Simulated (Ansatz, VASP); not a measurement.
# Na2Sb3 in VASP and in Ansatz

```
Na Sb
1.0
     3.98772    2.30231    6.02404
    -3.98772    2.30231    6.02404
     0.00000   -4.60462    6.02404
Na Sb
4 6
Direct
  0.90628 0.90628 0.90628
  0.59372 0.59372 0.59372
  0.09372 0.09372 0.09372
  0.40628 0.40628 0.40628
  0.96034 0.53966 0.75000
  0.75000 0.96034 0.53966
  0.53966 0.75000 0.96034
  0.03966 0.46034 0.25000
  0.25000 0.03966 0.46034
  0.46034 0.25000 0.03966
```

Alike in both runs: functional PBE; k mesh 3 × 3 × 3; occupations gaussian, width 0.1 eV; no spin polarisation.

Ansatz relaxed the structure, and its values are those at the end. VASP's run is a single point on that final structure, the one shown.

|  | VASP | Ansatz |
| --- | --- | --- |
| version | VASP 6.6.1 | Ansatz 0.2.0 |
| potentials or method | VASP PAW PBE potentials, release 64 (Na_pv, Sb) | scalar-relativistic, plane waves, PAW |
| plane-wave cutoff (eV) | 520 | 420 |
| valence electrons in the cell | 58 | 126 |

VASP gave:

```
gap on the k mesh at the Fermi level (eV) : none
pressure (GPa)                            : 0.1
rms of the force components (eV/Å)        : 0.016
```

**Question.** What did Ansatz give for the same quantities?

**Answer.** gap on the k mesh at the Fermi level (eV): none; pressure (GPa): 0.0; rms of the force components (eV/Å): 0.005.

A gap of «none» marks a metal or a gap that the smearing closes. The two sets of potentials don't hold the same shells in valence.

Spin-orbit coupling is left out, which matters for the levels of Sb.
